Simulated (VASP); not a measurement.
Computed with LDA (Ceperley-Alder, Perdew-Zunger), VASP's LDA PAW potentials (set 64) (plane waves; VASP).

VASP ran on this input.

**KPOINTS**
```
Automatic mesh
0
Gamma
11 11 3
0 0 0
```

**POSCAR**
```
Pd
1
    2.7643920000     0.0000000000     0.0000000000
   -1.3821960000     2.3940330000     0.0000000000
    0.0000000000     0.0000000000     8.8944480000
Pd
4
Direct
 -0.0074840000   0.0020250000   0.0012880000
 -0.0233280000  -0.0263920000   0.5003560000
  0.3668310000   0.6756560000   0.2459270000
  0.6639820000   0.3487100000   0.7524300000
```

### INCAR
```
ALGO  =  Normal
EDIFF  =  1E-6
ENCUT  =  300
ISIF  =  2
ISMEAR  =  0
LASPH  =  .True.
LCHARG  =  .False.
LMAXMIX  =  4
LREAL  =  .False.
LWAVE  =  .False.
NELM  =  100
PREC  =  Accurate
SIGMA  =  0.05
SYSTEM  =  Pd
```

POTCAR, in this order: Pd (LDA.64 set). Program: vasp_std.

Output

**OSZICAR**
```
       N       E                     dE             d eps       ncg     rms          rms(c)
DAV:   1     0.170833155410E+03    0.17083E+03   -0.14729E+04  9072   0.103E+03
DAV:   2    -0.237160915313E+02   -0.19455E+03   -0.18903E+03 10440   0.275E+02
DAV:   3    -0.271413190115E+02   -0.34252E+01   -0.34021E+01  9184   0.429E+01
DAV:   4    -0.271680117832E+02   -0.26693E-01   -0.26688E-01  9408   0.359E+00
DAV:   5    -0.271684756224E+02   -0.46384E-03   -0.46384E-03  9672   0.501E-01    0.164E+01
DAV:   6    -0.258985582471E+02    0.12699E+01   -0.45924E+00  8784   0.172E+01    0.784E+00
DAV:   7    -0.258627514294E+02    0.35807E-01   -0.22487E-01  9512   0.312E+00    0.397E+00
DAV:   8    -0.262860294823E+02   -0.42328E+00   -0.45555E+00  9392   0.149E+01    0.688E+00
DAV:   9    -0.258546283173E+02    0.43140E+00   -0.14921E+00  9480   0.106E+01    0.186E+00
DAV:  10    -0.258333874623E+02    0.21241E-01   -0.11696E-01  9376   0.267E+00    0.103E+00
DAV:  11    -0.258296328523E+02    0.37546E-02   -0.39830E-02  9240   0.131E+00    0.680E-01
DAV:  12    -0.258268033305E+02    0.28295E-02   -0.12310E-02  9520   0.759E-01    0.209E-01
DAV:  13    -0.258266916217E+02    0.11171E-03   -0.43397E-04  9072   0.148E-01    0.156E-01
DAV:  14    -0.258265339584E+02    0.15766E-03   -0.11810E-03  9480   0.218E-01    0.207E-02
DAV:  15    -0.258265357276E+02   -0.17692E-05   -0.27224E-05  9072   0.413E-02    0.952E-03
DAV:  16    -0.258265358292E+02   -0.10167E-06   -0.14684E-06  4680   0.922E-03
   1 F= -.25826536E+02 E0= -.25819577E+02  d E =-.139182E-01
```

File OUTCAR:
```
------------------------ aborting loop because EDIFF is reached ----------------------------------------
  FORCE on cell =-STRESS in cart. coord.  units (eV):
  Direction    XX          YY          ZZ          XY          YZ          ZX
  --------------------------------------------------------------------------------------
  Total       -3.1016211     -3.0294692     -1.7547430      0.2804507     -0.0506136     -0.0362515
  in kB      -84.4210137    -82.4571593    -47.7612122      7.6334070     -1.3776181     -0.9867047
  external PRESSURE =     -71.5464617 kB  Pullay stress =       0.0000000 kB
  volume of cell :       58.86
      direct lattice vectors                 reciprocal lattice vectors
     2.764392000  0.000000000  0.000000000     0.361743197  0.208852593  0.000000000
    -1.382196000  2.394033000  0.000000000     0.000000000  0.417705186  0.000000000
     0.000000000  0.000000000  8.894448000     0.000000000  0.000000000  0.112429686
 POSITION                                       TOTAL-FORCE (eV/Angst)
 -----------------------------------------------------------------------------------
      2.74090      0.00485      0.01146         0.126399      0.069584     -0.224887
      1.35419      2.33085      4.45039         0.106132      0.177855     -0.075988
      0.08018      1.61754      2.18738        -0.198538     -0.117899      0.434715
      1.35352      0.83482      6.69245        -0.033992     -0.129540     -0.133840
 -----------------------------------------------------------------------------------
    total drift:                                0.000130      0.000107     -0.000184
  FREE ENERGIE OF THE ION-ELECTRON SYSTEM (eV)
  ---------------------------------------------------
  free  energy   TOTEN  =       -25.8265358292 eV

  energy  without entropy=      -25.8126175886  energy(sigma->0) =      -25.81957671
```
(Selected blocks of OUTCAR.)

At this cut-off the stress carries a Pulay error, which pulls relaxed volumes low.

The structure was generated: Pd was put into an ordered model structure, which need not be its known phase. The cell was not relaxed at this level, atoms are displaced from their ideal sites. VASP warned that the highest band is occupied, so more bands are needed.
